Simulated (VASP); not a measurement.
Crystal: MgRe3.

```xyz
4
Lattice="0.0000 3.1145 3.1145 3.1145 0.0000 3.1145 3.1145 3.1145 0.0000" Properties=species:S:1:pos:R:3 pbc="T T T"
Re    4.6718    4.6718    4.6718
Re    3.1145    3.1145    3.1145
Re    1.5573    1.5573    1.5573
Mg    0.0000    0.0000    0.0000
```

The cell comes from a database or a generator and needn't be the stable form of this composition.

```yaml
Program: VASP 6.6.1
Task: single point
Functional: PBE
Potentials_or_basis: VASP PAW PBE potentials, release 64 (Re, Mg)
Cutoff: 520 eV
k_mesh: 7 × 7 × 7
Occupations: fermi-dirac, width 0.05 eV
Spin: no spin polarisation
```

On this cell: pressure -1.0 GPa; largest force zero by symmetry; band gap on the k mesh none (metal or under the smearing width).

The same run follows on a disturbed copy (atoms moved at random, drawn with an rms of 0.05 Å):

```
CELL_PARAMETERS angstrom
0.00000 3.11453 3.11453
3.11453 0.00000 3.11453
3.11453 3.11453 0.00000
ATOMIC_POSITIONS crystal
Re 0.74636 0.75028 0.74194
Re 0.51631 0.50440 0.49075
Re 0.23605 0.25256 0.23896
Mg 0.99773 0.99208 0.99509
```

Question: What changes?

Answer: The energy (extrapolated to zero smearing) moves by +6.5 meV/atom; pressure 0.1 GPa; largest force 0.525 eV/Å; band gap on the k mesh none (metal or under the smearing width).

Forces in eV/Å, atoms in the order of the input:
```
Re  -0.061 -0.151 -0.203
Re  -0.024 -0.114 -0.220
Re  -0.083  0.492  0.165
Mg   0.168 -0.226  0.259
```

Stress tensor (GPa, compression positive):
```
 0.01  0.13  0.31
 0.13 -0.01 -0.05
 0.31 -0.05  0.25
```
